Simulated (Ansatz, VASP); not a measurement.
HfIn4SiO6: VASP beside Ansatz

```
Hf In Si O
1.0
     2.73402   -4.73447    0.00451
     2.73402    4.73447    0.00451
    -1.87543    0.00000    7.45319
Hf In Si O
1 4 1 6
Direct
  0.20480 0.79520 0.00000
  0.37139 0.62861 0.50000
  0.53812 0.46188 0.00000
  0.03500 0.96500 0.50000
  0.70907 0.29093 0.50000
  0.87146 0.12854 0.00000
  0.10741 0.06918 0.86667
  0.93082 0.89259 0.13333
  0.83975 0.37820 0.86669
  0.62180 0.16025 0.13331
  0.19813 0.46891 0.13338
  0.53109 0.80187 0.86662
```

Change from the starting cell: volume scaled by 1.02.

Alike in both runs: task single point; functional PBE; k mesh 6 × 6 × 4; occupations fermi-dirac, width 0.05 eV; no spin polarisation.

|  | VASP | Ansatz |
| --- | --- | --- |
| version | VASP 6.6.1 | Ansatz 0.2.0 |
| potentials or method | VASP PAW PBE potentials, release 64 (Hf_pv, In_d, Si, O) | Ansatz PAW |
| plane-wave cutoff (eV) | 520 | 420 |
| valence electrons in the cell | 102 | 118 |

|  | VASP | Ansatz | Ansatz less VASP |
| --- | --- | --- | --- |
| gap on the k mesh at the Fermi level (eV) | none | none | - |
| pressure (GPa) | -2.6 | -2.2 | +0.41 |
| largest component of the traceless stress (GPa) | 0.53 | 0.45 | -0.076 |
| rms of the force components (eV/Å) | 0.112 | 0.076 | -0.0358 |

Atom by atom the forces differ by 0.053 eV/Å (rms over components). A gap of «none» marks a metal or a gap that the smearing closes. The two sets of potentials don't hold the same shells in valence.

Caveats: the pressure holds a Pulay correction of +0.4 GPa for the finite cutoff (Ansatz). Spin-orbit coupling is left out, which matters for the levels of Hf.
